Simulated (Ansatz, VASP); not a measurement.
# ZnGaBiSe4: VASP beside Ansatz, part 2 of 2

Wanted: the spread between two codes on one cell, functional and k mesh. The cell is invented: As first built, before any earlier steps moved the atoms (in the runner's words): it takes the ZnGa2Se4 structure with some of its atoms replaced by other elements, volume scaled by an estimate. It may not be a known or stable phase. The structure shown is frame 250 of VASP's trajectory.

VASP 6.6.1 and Ansatz 0.2.0.

So far: Starting point; VASP: dynamics, PBE.

**3. Ansatz: single point, PBE**

Level of this step: Ansatz beside VASP: Kohn-Sham DFT, plane waves, PBE (Ansatz).

Ansatz runs on its default PAW (the set named soft_2) files.

The same cell, functional, mesh and smearing now go to Ansatz, which takes its cutoff from its data sets.

Contents of input.yaml:

```yaml
crystal:
  lattice:
    - [0.0, 0.0, 10.96433]
    - [6.151589, -6.151589, 0.0]
    - [6.151589, 6.151589, -10.96433]
  atoms:
    - { symbol: Bi, position: [0.9929528644, 0.013083327, 0.0139427471] }
    - { symbol: Bi, position: [0.1069034053, 0.0407103758, 0.5300652401] }
    - { symbol: Bi, position: [0.4776167786, 0.4682751075, 0.0038129986] }
    - { symbol: Bi, position: [0.4584564615, 0.4706822692, 0.4622049896] }
    - { symbol: Se, position: [0.3461228105, 0.7095574005, 0.5020407735] }
    - { symbol: Se, position: [0.3244360105, 0.7609038088, 0.9765854806] }
    - { symbol: Se, position: [0.9134366397, 0.2714357217, 0.5074020712] }
    - { symbol: Se, position: [0.8437415221, 0.3025482522, 0.9826317233] }
    - { symbol: Se, position: [0.8436667383, 0.9857523804, 0.1932657562] }
    - { symbol: Se, position: [0.8070891991, 0.9556910418, 0.717159664] }
    - { symbol: Se, position: [0.3711555905, 0.5162128029, 0.2147238705] }
    - { symbol: Se, position: [0.3526068814, 0.5323455452, 0.7406343304] }
    - { symbol: Se, position: [0.3755925645, 0.1790786982, 0.0340143742] }
    - { symbol: Se, position: [0.3352241033, 0.1921689664, 0.5359983412] }
    - { symbol: Se, position: [0.9107276923, 0.7135154023, 0.0162953832] }
    - { symbol: Se, position: [0.8913882024, 0.7964778694, 0.4843526608] }
    - { symbol: Se, position: [0.4228726885, 0.0447781866, 0.3170167903] }
    - { symbol: Se, position: [0.4751095133, 0.02149404, 0.8205864371] }
    - { symbol: Se, position: [0.8894997735, 0.5048125777, 0.2465567027] }
    - { symbol: Se, position: [0.8770364132, 0.5066569792, 0.7165954195] }
    - { symbol: Ga, position: [0.5625925517, 0.253754786, 0.3034909923] }
    - { symbol: Ga, position: [0.4930230891, 0.2826256761, 0.7847673178] }
    - { symbol: Ga, position: [0.0013368034, 0.7489867252, 0.2356352968] }
    - { symbol: Ga, position: [0.9848095799, 0.7509425207, 0.7070550796] }
    - { symbol: Zn, position: [0.4933052854, 0.9731531154, 0.006000726] }
    - { symbol: Zn, position: [0.4438208829, 0.9743141162, 0.4939710699] }
    - { symbol: Zn, position: [0.9873192457, 0.4973011851, 0.9654186097] }
    - { symbol: Zn, position: [0.9407000566, 0.5476163395, 0.4624922683] }
hamiltonian:
  xc: pbe
  pseudopotentials: { kind: paw }
kpoints:
  mp_grid: { grid: [1, 1, 1] }
scf:
  occupations: { method: fermi_dirac, width: 0.1206 }
  n_extra_bands: 11
output:
  forces: true
  stress: true
  eigenvalues: true
```

Launch:

```bash
> ansatz run input.yaml --threads 8 --pin off --max-ram 18432MiB --backend cpu --events-out ev --progress --plain --runs-dir out
```

Numbers of over 12 decimals in the logs are rounded to 6 here.

The log of the run:

```text
scf.n_extra_bands = 11 over 208 filled bands (N_el = 416.0): the run solves 219 bands
Engine: ansatz 0.2.0, aarch64-unknown-linux-gnu
Pseudopotentials: kind: paw
Pseudopotential: Bi, paw, valence charge 15, recommended cutoff 420 eV (normal), Bi.paw.azcp
Pseudopotential: Se, paw, valence charge 16, recommended cutoff 420 eV (normal), Se.paw.azcp
Pseudopotential: Ga, paw, valence charge 13, recommended cutoff 420 eV (normal), Ga.paw.azcp
Pseudopotential: Zn, paw, valence charge 12, recommended cutoff 420 eV (normal), Zn.paw.azcp
Functional definition: PBE
  parameter kappa = 0.804
  parameter beta = 0.066725
  exchange = pbe_x(kappa = kappa, mu = beta*pi^2/3)
  correlation = pbe_c(beta = beta)
Crystal: 28 atoms, lattice volume = 829.825 Å³
Basis set: ecut = 420 eV, 16301 PW (Γ), exchange–correlation on 150×120×192 points (8 copies of the dense FFT grid, shifted against one another)
Bands: 219, of which v1, the nominal top of the filled ones, is band 208 counted from 1 (207 counted from 0)
Symmetry: 1 space group operations
Space group: P1 (ITA 1), of the structure as read, at distance tolerance 9.4e-5 Å
k-points: 1
Non-local potential: Bi, projectors of the file, l = 0: 2, l = 1: 2, l = 2: 2, l = 3: 2
Non-local potential: Se, projectors of the file, l = 0: 2, l = 1: 2, l = 2: 3, l = 3: 1
Non-local potential: Ga, projectors of the file, l = 0: 2, l = 1: 2, l = 2: 3, l = 3: 1
Non-local potential: Zn, projectors of the file, l = 0: 2, l = 1: 2, l = 2: 3, l = 3: 1
PAW form: soft (Blöchl's): semilocal exchange-correlation on the pseudo side does not see the compensation charge
PAW one-centre angular grid: Bi, 590 points (default); XC on 64 Gauss nodes
PAW one-centre angular grid: Se, 590 points (default); XC on 64 Gauss nodes
PAW one-centre angular grid: Ga, 590 points (default); XC on 64 Gauss nodes
PAW one-centre angular grid: Zn, 590 points (default); XC on 64 Gauss nodes
Initial density: superposition of atomic densities (neutral atoms: chi_scale 0, normalization atom), corrected by the library's trained network
Initial wavefunctions: pseudopotential atomic-orbital guess
Functional: x = pbe(κ = 0.804, μ = 0.219515), c = pbe(β = 0.066725)
SCF iter   1: F=—  HF=-165509.629256 eV  |F-HF|=—  |Δ(HF+E_count)|=         —  Δρ=3.65e-3  dr2=2.45e-1  ethr=1.77e-3  ⟨swp⟩=5.0  Hψ=819  notcnv=0
preconditioner: auto → Resta (q_TF=auto, 2.432 Å⁻¹)  ε∞=5.4  [insulator: Δε(μ)=1.167 eV  Ē_g=8.997 eV  σ=0.121 eV  W_gap=0.98  n_scr=212 (ndim 8)  ℏωp=18.9 eV  f_vac=0.155  D(μ)=0.34/eV (n_scr^D=0)  ε∞_Penn≈5.4]
SCF iter   2: F=—  HF=-165509.583294 eV  |F-HF|=—  |Δ(HF+E_count)|=   4.60e-2  Δρ=1.97e-3  dr2=6.00e-2  ethr=5.89e-5  ⟨swp⟩=1.0  Hψ=278  notcnv=0
SCF iter   3: F=—  HF=-165509.578441 eV  |F-HF|=—  |Δ(HF+E_count)|=   4.85e-3  Δρ=7.91e-4  dr2=8.51e-3  ethr=1.44e-5  ⟨swp⟩=2.0  Hψ=357  notcnv=0
SCF iter   4: F=—  HF=-165509.578546 eV  |F-HF|=—  |Δ(HF+E_count)|=   1.05e-4  Δρ=5.08e-4  dr2=2.20e-3  ethr=2.05e-6  ⟨swp⟩=2.0  Hψ=405  notcnv=0
SCF iter   5: F=—  HF=-165509.578653 eV  |F-HF|=—  |Δ(HF+E_count)|=   1.07e-4  Δρ=1.98e-4  dr2=4.74e-4  ethr=5.28e-7  ⟨swp⟩=2.0  Hψ=287  notcnv=0
SCF iter   6: F=—  HF=-165509.578873 eV  |F-HF|=—  |Δ(HF+E_count)|=   2.20e-4  Δρ=7.87e-5  dr2=9.03e-5  ethr=1.14e-7  ⟨swp⟩=2.0  Hψ=396  notcnv=0
SCF iter   7: F=—  HF=-165509.578719 eV  |F-HF|=—  |Δ(HF+E_count)|=   1.54e-4  Δρ=3.25e-5  dr2=1.35e-5  ethr=2.17e-8  ⟨swp⟩=2.0  Hψ=402  notcnv=0
SCF iter   8: F=—  HF=-165509.578732 eV  |F-HF|=—  |Δ(HF+E_count)|=   1.33e-5  Δρ=1.81e-5  dr2=3.07e-6  ethr=3.26e-9  ⟨swp⟩=2.0  Hψ=332  notcnv=0
SCF iter   9: F=—  HF=-165509.578734 eV  |F-HF|=—  |Δ(HF+E_count)|=   1.74e-6  Δρ=8.28e-6  dr2=6.84e-7  ethr=7.38e-10  ⟨swp⟩=2.0  Hψ=332  notcnv=0
SCF iter  10: F=—  HF=-165509.578734 eV  |F-HF|=—  |Δ(HF+E_count)|=   5.34e-7  Δρ=4.67e-6  dr2=1.89e-7  ethr=1.64e-10  ⟨swp⟩=2.0  Hψ=297  notcnv=0
SCF iter  11: F=-165509.578735 eV  HF=-165509.578735 eV  |F-HF|=2.66e-8  |Δ(HF+E_count)|=   7.29e-8  Δρ=1.92e-6  dr2=3.78e-8  ethr=2.40e-11  ⟨swp⟩=5.0  Hψ=825  notcnv=0
SCF 1 converged in 11 iterations: F = -165509.578735 eV  dr2 = 3.78e-8
  greatest PAW one-centre occupation: 1.000 electrons in one spin orbital (limit 2), on the Se atom at site 17 (counted from 0), in its partial waves of l = 2
SCF converged after 11 iterations
Free energy (F): -165509.578735 eV
Harris-Foulkes:  -165509.578735 eV  (|F-HF|=2.66e-8)
Internal energy: -165509.538705 eV  (E = F + TS)
E sigma→0 (E₀):  -165509.558720 eV
Entropy (-TS):   -0.040029 eV (-1.430 meV/atom)
Fermi energy:    6.240671 eV
--- Per-component energies (eV) ---
  E_band       = -7564.798921
  E_kinetic    = 4076.428241
  E_local      = -68520.313013  (includes V_loc(G=0)·N_el)
  E_nonlocal   = -3123.143899
  E_hartree    = 31733.111358
  E_xc         = -3089.878335
  E_vxc        = -2575.587190  (∫ρ·V_xc dr)
  E_paw        = -88507.245620  (= ΣΔE_a)
  E_vpaw       = -888.387323  (= ΣTr[D̂ρ^β])
  E_aug_tail   = -0.013079  (compensation charges beyond the density's cutoff)
  E_ewald      = -38078.484359
  E_smearing   = -0.040029  (= −TS)
  E_closure    = -0.000000  (closes the sum)
  Σ components = -165509.578735   (vs F -165509.578735, Δ=0.00e0)
--- Forces (eV/Å), atoms counted from 1 ---
  atom   1  Bi    -0.37941956    -0.26126096     0.55727992
  atom   2  Bi    -1.54030694    -1.07388212     0.12886480
  atom   3  Bi     0.44883721    -0.53201108    -0.19441735
  atom   4  Bi    -0.24322116     0.43329647     0.33830049
  atom   5  Se     0.36929702    -1.06587473    -0.23219763
  atom   6  Se    -0.35452626    -0.18148469    -0.30362088
  atom   7  Se     0.94653437    -0.83650629    -0.48252576
  atom   8  Se     0.67282768    -0.23147976     0.52906913
  atom   9  Se     0.38189492     0.61018913     0.84720631
  atom  10  Se     0.14960201     0.14380048     0.53202570
  atom  11  Se    -0.33142132     0.69390936     0.41707755
  atom  12  Se    -0.60364292     0.67153192     0.00921591
  atom  13  Se     0.54426909     0.34514034    -0.40839610
  atom  14  Se     0.24403693    -0.71361616     0.68564545
  atom  15  Se     0.22172193    -0.21162479    -0.26590260
  atom  16  Se     0.03614311     0.41772617    -0.81107135
  atom  17  Se    -0.29410270    -0.26196734    -0.01007582
  atom  18  Se     0.56294753     1.48193571    -0.67976531
  atom  19  Se     0.39382626     0.10991070    -0.58016383
  atom  20  Se    -0.10231816     0.21776381    -0.18794764
  atom  21  Ga    -0.86238696    -0.80516409    -0.19038680
  atom  22  Ga     0.19679464    -0.79687052     0.81911799
  atom  23  Ga    -0.40694104     0.43096489    -0.82290306
  atom  24  Ga     0.64586546    -0.11656908    -0.93526652
  atom  25  Zn    -0.13256079     0.01036945     0.02560021
  atom  26  Zn     0.58540538     0.70205743    -0.02267296
  atom  27  Zn    -0.31594064     0.11763110     0.37671402
  atom  28  Zn    -0.83319691     0.70212099     0.86121712
  max |Σ_I F_I| component: 3.63e-5 eV/Å
--- Stress (GPa, compression-positive) ---
        1.844471      -0.705192       0.636954
       -0.705192       1.603494      -0.381455
        0.636954      -0.381455      -1.133424
  P = ⅓ Tr σ = 0.7715 GPa (7.715 kbar)
--- Band table (eV) ---
  k-point 0: bands = [... 204 lower, 5.2867, 5.3236, 5.4882, 5.6940, 6.7798, 7.0258, 7.1278, 7.2565, ... 7 higher]
```

Run time: 3.4 s. Hardware: 8 threads of Arm Neoverse V2, shared host; peak memory 1.1 GiB; 20 s of CPU time.

The run ends at a pressure of 0.77 GPa, with forces up to 1.9 eV/Å.

**4. Differences**

Known differences besides the potentials themselves: the data sets hold 416 valence electrons in Ansatz (default PAW (the set named soft_2) files) and 176 in VASP; the cutoff is 420 eV in Ansatz and 240 eV in VASP (PREC = Normal, projectors in real space); VASP leaves aspherical gradient terms in its spheres out (LASPH is not set), Ansatz keeps them. Total energies have different zeros and are not compared.

Forces on 8 of the 28 atoms, those with the largest forces and the largest differences (eV/Å; atoms numbered as in POSCAR):

```tsv
atom	Ansatz x, y, z	VASP x, y, z
Bi2	-1.540, -1.074, 0.129	-1.600, -1.095, 0.114
Se7	0.947, -0.837, -0.483	0.993, -0.797, -0.450
Se16	0.036, 0.418, -0.811	0.056, 0.348, -0.794
Se18	0.563, 1.482, -0.680	0.517, 1.591, -0.681
Ga21	-0.862, -0.805, -0.190	-0.884, -0.864, -0.217
Ga22	0.197, -0.797, 0.819	0.224, -0.858, 0.822
Ga24	0.646, -0.117, -0.935	0.674, -0.125, -0.970
Zn28	-0.833, 0.702, 0.861	-0.853, 0.712, 0.881
```

The forces differ by 29 meV/Å r.m.s., which is 5.1 % of the r.m.s. force of 0.58 eV/Å (both taken over all components).

**5. Other set-ups**

Further runs change the set-up of one program: Ansatz's method, potentials or start, or VASP's data sets, cutoff or form of LDA. The table gives Ansatz less VASP for each quantity, since a change that brings one quantity closer may part another.

```tsv
run	r.m.s. force difference (meV/Å)
as above	29
Ansatz's larger PAW set (cutoff 1300 eV)	29
norm-conserving potentials (cutoff 1170 eV)	27
```

**6. Outcome**

| Item | Value |
| --- | --- |
| r.m.s. force difference (single point, PBE) | 5.1 % of the r.m.s. force |

What this shows: The r.m.s. force difference is 5.1 % of the r.m.s. force (single point, PBE), beyond the 3 % picked in this series as the mark of a large difference. For single point, PBE, no further run moves any of the tabulated differences by more than a quarter of its size. Such differences can come from data sets, numerical settings and the points named under the comparisons, not from the functional's error against experiment.

[Lines on the potential files, build, host, timing and source positions are cut from VASP's logs without a mark.]

[Logs are printed without paths, hosts, clocks, repeated set-up lines and the standing remarks that a program may print on its own settings, such as how far it seeks lower states.]

[Hosts, paths, dates, database ids (printed as entryN), source tags and the programs' standing remarks are cut or masked in the printed files.]
